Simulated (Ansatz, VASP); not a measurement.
# One calculation of RbVS3, two programs

```
CELL_PARAMETERS angstrom
4.72121 0.00000 0.00000
0.00000 4.72121 0.00000
0.00000 0.00000 4.72121
ATOMIC_POSITIONS crystal
Rb 0.50000 0.50000 0.50000
V 0.00000 0.00000 0.00000
S 0.50000 0.00000 0.00000
S 0.00000 0.50000 0.00000
S 0.00000 0.00000 0.50000
```

Alike in both runs: functional PBE; k mesh 8 × 8 × 8; occupations gaussian, width 0.1 eV; no spin polarisation.

Ansatz relaxed the structure, and its values are those at the end. VASP's run is a single point on that final structure, the one shown.

```csv
,VASP,Ansatz
version,VASP 6.6.1,Ansatz 0.2.0
potentials or method,"VASP PAW PBE potentials, release 64 (Rb_sv, V_sv, S)","scalar-relativistic, plane waves, PAW"
plane-wave cutoff (eV),520,420
valence electrons in the cell,40,40
```

```tsv
	VASP	Ansatz	Ansatz less VASP
gap on the k mesh at the Fermi level (eV)	none	none	-
pressure (GPa)	0.0	0.0	-0.03
```

A gap of «none» marks a metal or a gap that the smearing closes. The functional is the same, so the differences come from potentials, cutoffs and numerics.

Caveats: the run has no spin polarisation, though such a crystal can be magnetic.
